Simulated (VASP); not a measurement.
Write the native input for VASP 6.6.1 that does the following.

* Task: single point
* Functional: PBEsol
* Potentials or basis: VASP PAW PBE potentials, release 64 (Si, B)
* Cutoff: 520 eV
* k mesh: 2 × 2 × 2
* Occupations: fermi-dirac, width 0.05 eV
* Spin: collinear spin, zero start
* Starting moments: [0.0, 0.0, 0.0, 0.0, 0.0, 0.0, 0.0, 0.0, 0.0, 0.0, 0.0, 0.0, 0.0, 0.0, 0.0, 0.0, 0.0] μB
* Dipole correction: no
* Further INCAR settings: LREAL = Auto; ALGO = Normal; EDIFF = 1e-06; NBANDS = 52

The structure of Si16B (a cell with a defect) lies in POSCAR:

```
Si16B
1.0
    0.0000000000      5.4300000000      5.4300000000
    5.4300000000      0.0000000000      5.4300000000
    5.4300000000      5.4300000000      0.0000000000
Si B
16 1
Direct
    0.0136982505     -0.0072835175      0.0008868324
    0.1313011971      0.1228995396      0.1268157459
   -0.0015771639     -0.0057230203      0.4984593002
    0.1188403315      0.1321189687      0.6175963168
    0.0065642726      0.4958760589      0.0015734807
    0.1313592081      0.6189603131      0.1266575506
   -0.0018293738      0.5096291897      0.4982231123
    0.1279441068      0.6221380295      0.6280752302
    0.5053760589     -0.0087106814      0.0055872928
    0.6239219153      0.1262661142      0.1232399632
    0.5022194291     -0.0075345304      0.5129124309
    0.6267604052      0.1229502762      0.6315504604
    0.5054252302      0.4974626151      0.0056313076
    0.6326319521      0.6171717311      0.1328663904
    0.5014069982      0.4958569061      0.5068036832
    0.6265897790      0.6187641805      0.6316032228
    0.8226664825      0.9274979742      0.3212583794
```

The cell was built by a generator and needn't be a form met in nature.

These files were run (other wordings do the same):

INCAR

```
PREC     = Accurate       # precision mode
ENCUT    = 520            # plane-wave cutoff, eV
EDIFF    = 1E-6           # SCF threshold, eV
ISMEAR   = -1             # smearing method
SIGMA    = 0.05           # smearing width, eV
LREAL    = Auto         
LASPH    = True           # aspherical terms in the spheres
NELM     = 150            # most SCF steps
ALGO     = Normal         # electronic algorithm
ISIF     = 2              # what is computed and relaxed
LWAVE    = False          # write WAVECAR
LCHARG   = False          # write CHGCAR
ISPIN    = 2              # spin polarisation
MAGMOM   = 0 0 0 0 0 0 0 0 0 0 0 0 0 0 0 0 0 # initial moments
LORBIT   = 11             # projections on sites
GGA      = PS             # functional
NBANDS   = 52             # bands
```

KPOINTS

```
Automatic mesh
0
Gamma
  2 2 2
```

Potentials or basis: VASP PAW PBE potentials, release 64 (Si, B).

The run is started by

```bash
$ cat potpaw_PBE.64/Si/POTCAR potpaw_PBE.64/B/POTCAR > POTCAR
$ mpirun -np 1 vasp_std > vasp.out
```

Results of the run:

```
Pressure                                              : 1.5 GPa
Largest force                                         : 0.020 eV/Å
Band gap on the k mesh                                : none (metal or under the smearing width)
Net moment                                            : 0.00 μB per cell
Valence electrons inside the program's atomic spheres : Si 1.68, 1.69, 1.70, 1.67; B 1.66
```

Caveat: the k mesh is coarse (spacing up to 0.50 Å⁻¹), so the values aren't converged; the PAW data sets were made with another functional, which shifts forces and pressure a little.

Run time: 5.8 min on 1 thread of AMD EPYC 9R14 (Zen 4), with other jobs on the host, peak memory 0.66 GiB.
